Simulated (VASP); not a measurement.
Given:

```
TiO2
1.0
    4.62328     0.00000     0.00000
    0.00000     4.62328     0.00000
    0.00000     0.00000     2.96749
Ti O
2 4
Direct
  0.00000   0.00000   0.00000
  0.50000   0.50000   0.50000
  0.30421   0.30421   0.00000
  0.80421   0.19579   0.50000
  0.19579   0.80421   0.50000
  0.69579   0.69579   0.00000
```

All values below come from optB88-vdW, VASP's PBE PAW potentials (set 64) (plane waves; VASP). Settings: 520 eV cut-off, 6×6×8 Γ-centred mesh, tetrahedra with Blöchl corrections, potentials Ti_sv O.

Problem. What does the run give for the energy per atom (σ→0), band gap (on the k-mesh) with the smallest direct gap where there is one?

Solution. 
```yaml
band gap (on the k-mesh): 1.79 eV
smallest direct gap (on the k-mesh): 1.79 eV
energy per atom (σ→0): -676.2 kJ/mol of atoms
```

The compound is TiO2 in the rutile structure. It was relaxed first.
